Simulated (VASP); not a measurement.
Here is the system:

```
C
1.0
    1.22857    -2.12794     0.00000
    1.22857     2.12794     0.00000
    0.00000     0.00000     6.95763
C
4
Direct
  0.00000   0.00000   0.25000
  0.00000   0.00000   0.77875
  0.33333   0.66667   0.25000
  0.66667   0.33333   0.75000
```

Calculation: r2SCAN meta-GGA, VASP's PBE PAW potentials (set 64) (plane waves; VASP 6.6.1). Numerical set-up: 600 eV cut-off, 10×10×4 Γ-centred mesh, Gaussian smearing of 0.050 eV, potentials C.

Problem. Which forces act on the atoms, in eV/Å?

Solution. 
```tsv
atom	Fx	Fy	Fz
C1	0.000	0.000	0.013
C2	0.000	0.000	-3.504
C3	0.000	0.000	0.035
C4	0.000	0.000	3.457
```

Problem. Give the stress tensor in GPa (positive for a compressed cell).

Solution. 
```
-0.25   0.00   0.00
 0.00  -0.25   0.00
 0.00   0.00  -2.99
```
The pressure is its mean diagonal, -1.16 GPa.

The compound is C in the graphite structure. This cell was strained or had an atom moved on purpose.
